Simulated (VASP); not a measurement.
The input files of a VASP run:

### POSCAR
```
NbTe
1
    0.0000000000     3.1246488665     3.1246488665
    3.1246488665    -0.0000000000     3.1246488665
    3.1246488665     3.1246488665    -0.0000000000
Nb Te
1 1
Direct
  1.0000000000   0.0000000000   1.0000000000
  0.2500000000   0.2500000000   0.2500000000
```

INCAR:
```
# general
SYSTEM  = NbTe
PREC    = Accurate
ENCUT   = 400
LREAL   = F
LASPH   = T

# electronic loop
EDIFF   = 1E-6
NELM    = 100
ALGO    = Normal
LMAXMIX = 4
LMIXTAU = T

# smearing
ISMEAR  = 1
SIGMA   = 0.1

# functional
METAGGA = R2SCAN

# ions
IBRION  = 2
NSW     = 60
ISIF    = 3
EDIFFG  = -0.01

# output
LWAVE   = F
LCHARG  = F
```

### KPOINTS
```
Automatic mesh
0
Gamma
9 9 9
0 0 0
```

POTCAR, in this order: Nb_sv Te (PBE.64 set). Program: vasp_std.

Problem. Translate this r2SCAN calculation to Ansatz.

Solution. One equivalent input (not run):
Ansatz 0.2 input:
```yaml
crystal:
  lattice:
    - [0.0000000, 3.1246489, 3.1246489]
    - [3.1246489, 0.0000000, 3.1246489]
    - [3.1246489, 3.1246489, 0.0000000]
  atoms:
    - { symbol: Nb, position: [1.0000000, 0.0000000, 1.0000000] }
    - { symbol: Te, position: [0.2500000, 0.2500000, 0.2500000] }
kpoints:
  mp_grid: { grid: [9, 9, 9] }
hamiltonian:
  xc: r2scan
  pseudopotentials: { kind: paw }
scf:
  occupations: { method: methfessel_paxton, width: 0.1 }
  max_iter: 100
relax:
  max_steps: 60
  f_tol: 0.01
  cell: {}
output: { forces: true, stress: true, eigenvalues: true }
```
What does not carry over: each code has its own PAW files, so the cut-off isn't converted (ENCUT is set for VASP's; basis.ecutwfc is left out, and Ansatz then takes the one that its files recommend); Ansatz stops its SCF on the density residual and VASP on the energy change (EDIFF).

The structure was generated: NbTe was put into the zinc blende type (F-43m), which need not be its known phase. This run relaxes it. Symmetry was kept, so distortions that lower it aren't found. The start is the result of an earlier pass.
